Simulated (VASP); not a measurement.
# RuSb (relaxed from the rock salt structure, space group Fm-3m): computed properties

Computed with PBEsol GGA, VASP's PBE PAW potentials (set 64) (plane waves; VASP).

For RuSb, the space group is Fm-3m (225) and the cell is a = b = c = 5.3058 Å, α = β = γ = 90.00°. The volume per atom is 18.67 Å^3/atom. The band gap (over mesh and band path) is none (metal, semimetal or under 0.01 eV). The density comes out as 9.91 g/cm³.

RuSb has the cubic space group Fm-3m (No. 225), the rock salt structure, Pearson symbol cF8. Conventional cell: a = 5.3058 Å, b = 5.3058 Å, c = 5.3058 Å, α = 90.00°, β = 90.00°, γ = 90.00°. Ru on 4a has 6 Sb at 2.653 Å (octahedral). Sb on 4b sees 6 Ru at 2.653 Å (octahedral). (Neighbours: up to the widest gap in distance over summed covalent radii, below 1.35, at either atom; cation-cation and far metal-metal contacts left out.)
(The calculation used a cell of 2 atoms; values per cell refer to that cell.)

Unless said otherwise, spin-orbit coupling is left out, though it shifts the bands of the heavy elements here.

The structure was generated: RuSb was put into the rock salt type (Fm-3m), which need not be its known phase. It was relaxed first, which changed the volume by -36 %. Symmetry was kept, so distortions that lower it aren't found. The electron count is odd and the run is not spin-polarised, which forces a metal.
